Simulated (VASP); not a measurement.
VASP ran on this input.

POSCAR:
```
MgF2
1.0
  4.6200000000   0.0000000000   0.0000000000
  0.0000000000   4.6200000000   0.0000000000
  0.0000000000   0.0000000000   3.0500000000
Mg F
2 4
Cart
  0.0000000000   0.0000000000   0.0000000000
  2.3100000000   2.3100000000   1.5250000000
  1.3998600000   1.3998600000   0.0000000000
  3.7098600000   0.9101400000   1.5250000000
  0.9101400000   3.7098600000   1.5250000000
  3.2201400000   3.2201400000   0.0000000000
```

### INCAR
```
SYSTEM  =  MgF2
PREC  =  Accurate; ENCUT  =  520; LREAL  =  F
LASPH  =  T
EDIFF  =  1E-6; NELM  =  100; ALGO  =  Normal
ISMEAR  =  0; SIGMA  =  0.05
GGA  =  MK; LUSE_VDW  =  T; AGGAC  =  0.0
PARAM1  =  0.1234568; PARAM2  =  0.7114; ZAB_VDW  =  -1.8867
IBRION  =  2; NSW  =  60; ISIF  =  3
EDIFFG  =  -0.02
LWAVE  =  F; LCHARG  =  F
```

KPOINTS:
```
Automatic mesh
0
Gamma
5 5 7
0 0 0
```

POTCAR, in this order: Mg F (PBE.64 set). Program: vasp_std.

### Question
Translate this rev-vdW-DF2 calculation to Quantum ESPRESSO's pw.x.

### Answer
One equivalent input (not run):
```
&CONTROL
  calculation = 'vc-relax'
  pseudo_dir = './pseudo'
  outdir = './out'
  tprnfor = .true.
  tstress = .true.
  nstep = 60
  forc_conv_thr = 0.00078
/
&SYSTEM
  ibrav = 0
  nat = 6
  ntyp = 2
  ecutwfc = 84
  occupations = 'smearing'
  smearing = 'gaussian'
  degauss = 0.003675
  input_dft = 'vdw-df2-b86r'
/
&ELECTRONS
  conv_thr = 7.3e-08
  electron_maxstep = 100
/
&IONS
/
&CELL
/
ATOMIC_SPECIES
  Mg 24.305 Mg.upf
  F 18.998 F.upf
CELL_PARAMETERS angstrom
     4.6200000    0.0000000    0.0000000
     0.0000000    4.6200000    0.0000000
     0.0000000    0.0000000    3.0500000
ATOMIC_POSITIONS crystal
  Mg   0.0000000  0.0000000  0.0000000
  Mg   0.5000000  0.5000000  0.5000000
  F    0.3030000  0.3030000  0.0000000
  F    0.8030000  0.1970000  0.5000000
  F    0.1970000  0.8030000  0.5000000
  F    0.6970000  0.6970000  0.0000000
K_POINTS automatic
  5 5 7 0 0 0
```
Limits of the translation: the potentials are each code's own (VASP's PAW set, PseudoDojo norm-conserving files in pw.x), so ENCUT and ecutwfc are chosen apart and not converted; conv_thr bounds pw.x's estimated SCF error, while EDIFF bounds the energy change between steps; forc_conv_thr acts on force components and is met together with etot_conv_thr.

The compound is MgF2 in the rutile structure. This run relaxes it. Symmetry was kept, so distortions that lower it aren't found. The start is the result of an earlier pass.
